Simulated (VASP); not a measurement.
Here is the system:

```yaml
crystal:
  lattice:
    - [2.19954, -3.78120, 0.00000]
    - [2.19954, 3.78120, 0.00000]
    - [0.00000, 0.00000, 5.96971]
  atoms:
    - { symbol: Te, position: [0.00000, 0.26300, 0.66667] }
    - { symbol: Te, position: [0.73700, 0.73700, 0.00000] }
    - { symbol: Te, position: [0.27672, 0.01372, 0.33333] }
```

All values below come from PBE GGA, VASP's PBE PAW potentials (set 64) (plane waves; VASP). Numerical set-up: 475 eV cut-off, 5×5×4 Γ-centred mesh, Gaussian smearing of 0.050 eV, potentials Te.

Problem. Estimate the energy per atom (σ→0), pressure, largest force.

Solution. 
* **energy per atom (σ→0)**: -3.122 eV/atom
* **pressure**: 2.90 GPa
* **largest force**: 0.476 eV/Å

Only differences to runs with the same potentials and settings are physical.

The compound is Te in the trig structure. The cell was not relaxed at this level, atoms are displaced from their ideal sites. The run is one of a series of settings (ENCUT = 475 against the base run), some of them coarse on purpose.
